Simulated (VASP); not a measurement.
Crystal: LaSb2Au.

```
La Au Sb
1.0
     4.33884    0.00000    0.00000
     0.00000    4.33884    0.00000
     0.00000    0.00000   10.90442
La Au Sb
2 2 4
Cartesian
  0.0000 2.1694 2.8678
  2.1694 0.0000 8.0366
  0.0000 0.0000 0.0000
  2.1694 2.1694 0.0000
  0.0000 2.1694 9.0868
  2.1694 0.0000 1.8176
  0.0000 0.0000 5.4522
  2.1694 2.1694 5.4522
```

The cell was built by a generator and needn't be a form met in nature.

| Item | Value |
| --- | --- |
| Program | VASP 6.6.1 |
| Task | relaxation of cell and atoms |
| Functional | LDA |
| Potentials or basis | VASP PAW LDA potentials, release 64 (La, Au, Sb) |
| Cutoff | 600 eV |
| k mesh | 10 × 10 × 4 |
| Occupations | methfessel-paxton, width 0.1 eV |
| Spin | no spin polarisation |

At the start: pressure -2.2 GPa; volume 25.66 Å³/atom.

Where does the relaxation end?

Over 13 steps the energy falls by 23.8 meV/atom and the volume is 24.74 Å³/atom (-3.6 %); space group P4/nmm (No. 129, to 0.05 Å).

The path:
```
step  energy change (eV)  largest force (eV/Å)  pressure (GPa)  volume (Å³)
   1              0.0000                0.4144           -2.17       205.28
   2             -0.0692                0.3977            2.20       195.11
   3             -0.0797                0.4062            0.95       197.72
   4             -0.1399                0.3530            0.54       197.98
   5             -0.1741                0.2431            0.08       198.24
   6             -0.1864                0.1062           -0.23       198.72
   7             -0.1888                0.0234           -0.42       199.02
   8             -0.1866                0.0693            0.72       196.53
   9             -0.1902                0.0313            0.02       198.04
  10             -0.1902                0.0313            0.02       198.06
  11             -0.1902                0.0310            0.00       198.08
  12             -0.1903                0.0202           -0.02       198.05
  13             -0.1904                0.0098           -0.03       197.94
```

Final structure:
```
CELL_PARAMETERS angstrom
4.39910 0.00000 0.00000
0.00000 4.39910 0.00000
0.00000 0.00000 10.22839
ATOMIC_POSITIONS crystal
La 0.00000 0.50000 0.25194
La 0.50000 0.00000 0.74806
Au 0.00000 0.00000 0.00000
Au 0.50000 0.50000 0.00000
Sb 0.00000 0.50000 0.82693
Sb 0.50000 0.00000 0.17307
Sb 0.00000 0.00000 0.50000
Sb 0.50000 0.50000 0.50000
```
